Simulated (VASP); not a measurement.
# GaB (P4/mmm) in VASP: notebook

The runs below take GaB through elastic constants, Wannier functions by SCDM, with PBE.

Everything below comes from runs of VASP 6.6.1. Logs are shortened: lines on timing, memory, paths and dates and some standing lists are left out, and cuts for length are marked.

## Step 1: Starting point

The structure is tetragonal, space group P4/mmm (No. 123). Conventional cell: a = 2.718 Å, b = 2.718 Å, c = 3.236 Å, α = 90.00°, β = 90.00°, γ = 90.00°. Ga (site symmetry 4/mmm) has 8 B at 2.51 Å and 4 Ga at 2.72 Å as nearest neighbours. Around B (site symmetry 4/mmm) lie 8 Ga at 2.51 Å and 4 B at 2.72 Å.

The cell was built by a generator and needn't be a form met in nature.

## Step 2: Elastic constants, PBE

Input file POSCAR:

```
GaB
1.0
    2.7182400000      0.0000000000      0.0000000000
    0.0000000000      2.7182400000      0.0000000000
    0.0000000000      0.0000000000      3.2362100000
Ga B
1 1
Direct
    0.5000000000      0.5000000000      0.5000000000
    0.0000000000      0.0000000000      0.0000000000
```

Input file INCAR.step1:

```
  PREC = Accurate
  ENCUT = 600
  EDIFF = 1E-8
  ISMEAR = 0
  SIGMA = 0.02
  LREAL = False
  LASPH = True
  NELM = 100
  ALGO = Normal
  ISIF = 3
  LWAVE = False
  LCHARG = False
  GGA = PE
  IBRION = 2
  NSW = 40
  EDIFFG = -0.002
```

Input file INCAR.step2:

```
  PREC = Accurate
  ENCUT = 600
  EDIFF = 1E-8
  ISMEAR = 0
  SIGMA = 0.02
  LREAL = False
  LASPH = True
  NELM = 100
  ALGO = Normal
  ISIF = 3
  LWAVE = False
  LCHARG = False
  GGA = PE
  IBRION = 6
  NFREE = 2
  POTIM = 0.015
  NSW = 1
```

Input file KPOINTS:

```
regular mesh
0
Gamma
  7 7 6
```

Potentials or basis: VASP PAW PBE potentials, release 64 (Ga_d, B).

The run is started by

```sh
$ cat potpaw_PBE.64/Ga_d/POTCAR potpaw_PBE.64/B/POTCAR > POTCAR
$ cp INCAR.step1 INCAR
$ mpirun -np 1 vasp_std > vasp.out
$ cp CONTCAR POSCAR
$ cp INCAR.step2 INCAR
$ mpirun -np 1 vasp_std > vasp.out
```

OUTCAR:

```text
PREC = Accurate
   ENCUT = 600
   EDIFF = 1E-8
   ISMEAR = 0
   LREAL = False
   LASPH = True
   NELM = 100
   ISIF = 3
   GGA = PE
   IBRION = 6
   NFREE = 2
   POTIM = 0.015
   NSW = 1

 ion  position               nearest neighbor table
   1  0.500  0.500  0.500-   2 2.52   2 2.52   2 2.52   2 2.52   2 2.52   2 2.52   2 2.52   2 2.52

   2  0.000  0.000  0.000-   1 2.52   1 2.52   1 2.52   1 2.52   1 2.52   1 2.52   1 2.52   1 2.52

  LATTYP: Found a simple tetragonal cell.
 ALAT       =     2.7130932265
 C/A-ratio  =     1.2077441112

  Lattice vectors:

 A1 = (   2.7130932265,   0.0000000000,   0.0000000000)
 A2 = (   0.0000000000,   2.7130932265,   0.0000000000)
 A3 = (   0.0000000000,   0.0000000000,   3.2767223673)

Analysis of symmetry for initial positions (statically):
=====================================================================
 Subroutine PRICEL returns:
 Original cell was already a primitive cell.

 Routine SETGRP: Setting up the symmetry group for a
 simple tetragonal supercell.

 Subroutine GETGRP returns: Found 16 space group operations
 (whereof 16 operations were pure point group operations)
 out of a pool of 16 trial point group operations.

The static configuration has the point symmetry D_4h.

Analysis of symmetry for dynamics (positions and initial velocities):
=====================================================================
 Subroutine PRICEL returns:
 Original cell was already a primitive cell.

 Routine SETGRP: Setting up the symmetry group for a
 simple tetragonal supercell.

 Subroutine GETGRP returns: Found 16 space group operations
 (whereof 16 operations were pure point group operations)
 out of a pool of 16 trial point group operations.

The dynamic configuration has the point symmetry D_4h.

 Subroutine INISYM returns: Found 16 space group operations
 (whereof 16 operations are pure point group operations),
[... 698 lines left out ...]
      5      -8.0075      2.00000
      6      -1.3471      2.00000
      7       1.3844      2.00000
      8       3.0126      2.00000
      9       5.8351      2.00000
     10      12.1524      0.00000
     11      16.0944      0.00000
     12      18.3220      0.00000

 [... further k-points ...]

------------------------ aborting loop because EDIFF is reached ----------------------------------------

  FORCE on cell =-STRESS in cart. coord.  units (eV):
  Direction    XX          YY          ZZ          XY          YZ          ZX
  --------------------------------------------------------------------------------------
  -------------------------------------------------------------------------------------
  Total        0.0009294      0.0009294      0.0014776      0.0000000      0.0000000     -0.0000000
  in kB        0.0617340      0.0617340      0.0981525      0.0000000      0.0000000     -0.0000000
  external PRESSURE =       0.0738735 kB  Pullay stress =       0.0000000 kB
[... 17 lines left out ...]
  FREE ENERGIE OF THE ION-ELECTRON SYSTEM (eV)
  ---------------------------------------------------
  free  energy   TOTEN  =        -7.1445267405 eV

  energy  without entropy=       -7.1442821646  energy(sigma->0) =       -7.14440445

 INTERNAL STRAIN TENSORS FROM STRAINED CELLS
 ============================================

 INTERNAL STRAIN TENSOR FOR ION    1 for displacements in x,y,z  (eV/Angst):
          X           Y           Z          XY          YZ          ZX
  --------------------------------------------------------------------------------
  x     0.00000     0.00000     0.00000     0.00000     0.00000     0.00000
  y     0.00000     0.00000     0.00000     0.00000     0.00000     0.00000
  z     0.00000     0.00000     0.00000     0.00000     0.00000     0.00000

 INTERNAL STRAIN TENSORS FROM DISPLACED ATOMS
 ============================================

 INTERNAL STRAIN TENSOR FOR ION    1 for displacements in x,y,z  (eV/Angst):
          X           Y           Z          XY          YZ          ZX
  --------------------------------------------------------------------------------
  x     0.00000     0.00000     0.00000     0.00000     0.00000     0.00000
  y     0.00000     0.00000     0.00000     0.00000     0.00000     0.00000
  z     0.00000     0.00000     0.00000     0.00000     0.00000     0.00000

 INTERNAL STRAIN TENSOR FOR ION    2 for displacements in x,y,z  (eV/Angst):
          X           Y           Z          XY          YZ          ZX
  --------------------------------------------------------------------------------
  x     0.00000     0.00000     0.00000     0.00000     0.00000     0.00000
  y     0.00000     0.00000     0.00000     0.00000     0.00000     0.00000
  z     0.00000     0.00000     0.00000     0.00000     0.00000     0.00000

 Eigenvectors and eigenvalues of the dynamical matrix
 ----------------------------------------------------

   1 f  =    6.480110 THz    40.715732 2PiTHz  216.153201 cm-1    26.799569 meV
             X         Y         Z           dx          dy          dz
      1.356547  1.356547  1.638361     0.000000    0.000000   -0.366999
      0.000000  0.000000  0.000000     0.000000    0.000000    0.930221
[... 21 lines left out ...]
   6 f/i=    4.034580 THz    25.350015 2PiTHz  134.579107 cm-1    16.685675 meV
             X         Y         Z           dx          dy          dz
      1.356547  1.356547  1.638361     0.362627    0.000000    0.000000
      0.000000  0.000000  0.000000    -0.931934   -0.000000    0.000000

--------------------------------------------------------------------------------------------------------

 ELASTIC MODULI CONTR FROM IONIC RELAXATION (kBar)
 Direction    XX          YY          ZZ          XY          YZ          ZX
 --------------------------------------------------------------------------------
 XX           0.0000      0.0000      0.0000      0.0000      0.0000      0.0000
 YY           0.0000      0.0000      0.0000      0.0000      0.0000      0.0000
 ZZ           0.0000      0.0000      0.0000      0.0000      0.0000      0.0000
 XY           0.0000      0.0000      0.0000      0.0000      0.0000      0.0000
 YZ           0.0000      0.0000      0.0000      0.0000      0.0000      0.0000
 ZX           0.0000      0.0000      0.0000      0.0000      0.0000      0.0000
 --------------------------------------------------------------------------------

 TOTAL ELASTIC MODULI (kBar)
 Direction    XX          YY          ZZ          XY          YZ          ZX
 --------------------------------------------------------------------------------
 XX        1717.0360   -989.5400   1235.9877      0.0000      0.0000      0.0000
 YY        -989.5400   1717.0360   1235.9877      0.0000      0.0000      0.0000
 ZZ        1235.9877   1235.9877   1997.4544      0.0000      0.0000      0.0000
 XY           0.0000      0.0000      0.0000   -990.1439      0.0000      0.0000
 YZ           0.0000      0.0000      0.0000      0.0000   -358.0065      0.0000
 ZX           0.0000      0.0000      0.0000      0.0000      0.0000   -358.0063
 --------------------------------------------------------------------------------
```

Wall time 2.2 min (1 thread of Intel Xeon 6975P-C (Granite Rapids), shared host); peak memory 0.2 GiB.

What came out:

* Relaxed volume: 12.06 Å³/atom
* Relaxed cell: a = 2.713 Å, b = 2.713 Å, c = 3.277 Å, α = 90.00°, β = 90.00°, γ = 90.00°
* Space group after relaxing (to 0.05 Å): P4/mmm (No. 123)
* Voigt bulk modulus: 93 GPa
* Highest phonon frequency at Γ, LO-TO splitting left out: 216 cm⁻¹
* Most unstable mode: 135i cm⁻¹

Step by step:
```tsv
step	energy change (eV)	largest force (eV/Å)	pressure (GPa)	volume (Å³)
1	0.0000	0.0000	0.84	23.91
2	-0.0038	0.0000	-0.04	24.13
3	-0.0038	0.0000	0.06	24.11
4	-0.0038	0.0000	0.08	24.10
5	-0.0038	0.0000	0.09	24.10
6	-0.0038	0.0000	-0.01	24.12
7	-0.0038	0.0000	0.02	24.12
8	-0.0038	0.0000	0.00	24.12
9	-0.0038	0.0000	0.02	24.12
10	-0.0038	0.0000	0.01	24.12
11	-0.0038	0.0000	-0.01	24.12
```

Final structure:
```yaml
crystal:
  lattice:
    - [2.71309, 0.00000, 0.00000]
    - [0.00000, 2.71309, 0.00000]
    - [0.00000, 0.00000, 3.27672]
  atoms:
    - { symbol: Ga, position: [0.50000, 0.50000, 0.50000] }
    - { symbol: B, position: [0.00000, 0.00000, 0.00000] }
```

Phonon frequencies in cm⁻¹ (negative: imaginary):
| q point | frequencies |
| --- | --- |
| (0.000, 0.000, 0.000) | -135 -135 0 1 1 216 |

Elastic tensor in Voigt notation (GPa, in the Cartesian axes of the cell as first typed):
```
172 -99 124   0   0   0
-99 172 124   0   0   0
124 124 200   0   0   0
  0   0   0 -36   0   0
  0   0   0   0 -36   0
  0   0   0   0   0 -99
```

Clamped-ion elastic tensor (GPa):
```
172 -99 124   0   0   0
-99 172 124   0   0   0
124 124 200   0   0   0
  0   0   0 -36   0   0
  0   0   0   0 -36   0
  0   0   0   0   0 -99
```

Caveat: some modes are imaginary; the elastic tensor has a negative eigenvalue, so either the cell is unstable as it stands or the mesh is too thin.

[end of part 1 of 2]
